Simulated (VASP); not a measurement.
Level of theory: r2SCAN meta-GGA, VASP's PBE PAW potentials (set 64) (plane waves; VASP).

VASP input:

INCAR:
```
SYSTEM = Au(111) slab
PREC = Normal; ENCUT = 400; LREAL = .FALSE.
LASPH = .TRUE.
EDIFF = 1E-5; NELM = 100; NELMIN = 4
ALGO = Normal; LMAXMIX = 6; LMIXTAU = .TRUE.
ISMEAR = 1; SIGMA = 0.1
METAGGA = R2SCAN
IBRION = 2; NSW = 50; ISIF = 2
EDIFFG = -0.03
LWAVE = .TRUE.; LCHARG = .FALSE.
DIPOL = 0.5 0.5 0.5
LDIPOL = .TRUE.; IDIPOL = 3
```

File POSCAR:
```
Au(111) slab
1.0
  2.9173396806   0.0000000000   0.0000000000
 -1.4586698403   2.5264904510   0.0000000000
  0.0000000000   0.0000000000  24.6961549521
Au
4
Cart
  0.0000000000   0.0000000000   8.7750871699
  1.4586712990   0.8421626415  11.1570807073
 -0.0000014587   1.6843278095  13.5390742448
  0.0000000000   0.0000000000  15.9210677822
```

**KPOINTS**
```
Automatic mesh
0
Gamma
11 11 1
0 0 0
```

POTCAR, in this order: Au (PBE.64 set). Program: vasp_std.

Question: What will the output report for the number of irreducible k-points (NKPTS), largest plane-wave count, number of space-group operations, FFT grid (NGX, NGY, NGZ)?

Answer: 
```
Item                                            Value
--------------------------------------  -------------
number of irreducible k-points (NKPTS)             16
largest plane-wave count                         3321
number of space-group operations                   12
FFT grid (NGX, NGY, NGZ)                14 × 14 × 126
```

The cell is a thin slab with vacuum, built from Au (fcc): (111) face.
